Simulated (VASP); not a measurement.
CdSe (Cadmoselite):

```
CELL_PARAMETERS angstrom
4.38255 0.00000 0.00000
-2.19128 3.79540 0.00000
0.00000 0.00000 7.15563
ATOMIC_POSITIONS crystal
Cd 0.33333 0.66667 0.00461
Cd 0.66667 0.33333 0.50461
Se 0.33333 0.66667 0.38039
Se 0.66667 0.33333 0.88039
```

* Program: VASP 6.6.1
* Task: relaxation of cell and atoms
* Functional: PBE
* Dispersion: D3(BJ)
* Potentials or basis: VASP PAW PBE potentials, release 64 (Cd, Se)
* Cutoff: 600 eV
* k mesh: 9 × 9 × 6
* Occupations: gaussian, width 0.02 eV
* Spin: no spin polarisation

At the start: pressure -1.6 GPa; volume 29.76 Å³/atom.

Task: Where does the relaxation end?

Result: Over 11 steps the energy falls by 5.6 meV/atom and the volume is 28.70 Å³/atom (-3.5 %); space group P6_3mc (No. 186, to 0.05 Å).

Step by step:
```csv
step,energy change (eV),largest force (eV/Å),pressure (GPa),volume (Å³)
1,0.0000,0.0047,-1.64,119.02
2,-0.0211,0.0076,0.43,113.86
3,-0.0224,0.0072,0.02,114.81
4,-0.0224,0.0071,-0.06,114.90
5,-0.0224,0.0028,-0.03,114.89
6,-0.0224,0.0001,-0.02,114.89
7,-0.0224,0.0042,-0.02,114.85
8,-0.0224,0.0077,0.04,114.77
9,-0.0224,0.0053,-0.01,114.82
10,-0.0224,0.0057,0.00,114.81
11,-0.0224,0.0040,0.01,114.81
```

Final structure:
```
CELL_PARAMETERS angstrom
4.32925 0.00000 0.00000
-2.16462 3.74924 0.00000
0.00000 0.00000 7.07310
ATOMIC_POSITIONS crystal
Cd 0.33333 0.66667 0.00475
Cd 0.66667 0.33333 0.50475
Se 0.33333 0.66667 0.38025
Se 0.66667 0.33333 0.88025
```
